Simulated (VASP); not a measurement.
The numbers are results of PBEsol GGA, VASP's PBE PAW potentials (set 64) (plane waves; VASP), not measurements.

VASP ran on this input.

**INCAR**
```
SYSTEM = HgI2
PREC = Accurate
ENCUT = 400
EDIFF = 1E-6
NELM = 100
ALGO = Normal
LREAL = .FALSE.
LASPH = .TRUE.
ISMEAR = 1
SIGMA = 0.1
GGA = PS
LMAXMIX = 6
LWAVE = .FALSE.
LCHARG = .FALSE.
IBRION = 2
ISIF = 3
NSW = 60
EDIFFG = -0.02
```

KPOINTS:
```
Automatic mesh
0
Gamma
4 4 4
0 0 0
```

File POSCAR:
```
HgI2
1
    7.4032697153     0.0000000000     0.0000000000
   -0.0000000000     7.4032697153    -0.0000000000
    0.0000000000    -0.0000000000     7.4032697153
Hg I
4 8
Direct
  1.0000000000   0.0000000000   1.0000000000
  0.5000000000   0.5000000000   1.0000000000
  1.0000000000   0.5000000000   0.5000000000
  0.5000000000   0.0000000000   0.5000000000
  0.3467504425   0.3467504425   0.3467504425
  0.8467504425   0.1532495575   0.6532495575
  0.6532495575   0.8467504425   0.1532495575
  0.1532495575   0.6532495575   0.8467504425
  0.6532495575   0.6532495575   0.6532495575
  0.1532495575   0.8467504425   0.3467504425
  0.3467504425   0.1532495575   0.8467504425
  0.8467504425   0.3467504425   0.1532495575
```

POTCAR, in this order: Hg I (PBE.64 set). Program: vasp_std.

Unless said otherwise, spin-orbit coupling is left out, though it shifts the bands of the heavy elements here.

Task: Estimate the energy per atom (σ→0), band gap (on the k-mesh).

Result: 
energy per atom (σ→0): -1.503 eV/atom
band gap (on the k-mesh): none (metal, semimetal or under 0.01 eV)

### OSZICAR
```
...
DAV:   9    -0.180298414795E+02    0.26071E-02   -0.39128E-02  1472   0.145E+00    0.342E-01
DAV:  10    -0.180289559505E+02    0.88553E-03   -0.32465E-03  1472   0.384E-01    0.801E-02
DAV:  11    -0.180289740438E+02   -0.18093E-04   -0.13175E-03  1460   0.170E-01    0.904E-02
DAV:  12    -0.180289895237E+02   -0.15480E-04   -0.10866E-04  1478   0.446E-02    0.846E-02
DAV:  13    -0.180289387200E+02    0.50804E-04   -0.15371E-04  1538   0.774E-02    0.337E-02
DAV:  14    -0.180289410216E+02   -0.23016E-05   -0.27950E-05  1472   0.187E-02    0.262E-02
DAV:  15    -0.180289412479E+02   -0.22631E-06   -0.54275E-07   844   0.443E-03
   1 F= -.18028941E+02 E0= -.18030326E+02  d E =-.180289E+02
```

The structure was generated: HgI2 was put into the pyrite type (Pa-3), which need not be its known phase. It was relaxed first, which changed the volume by +10 %. The start is the result of an earlier pass.
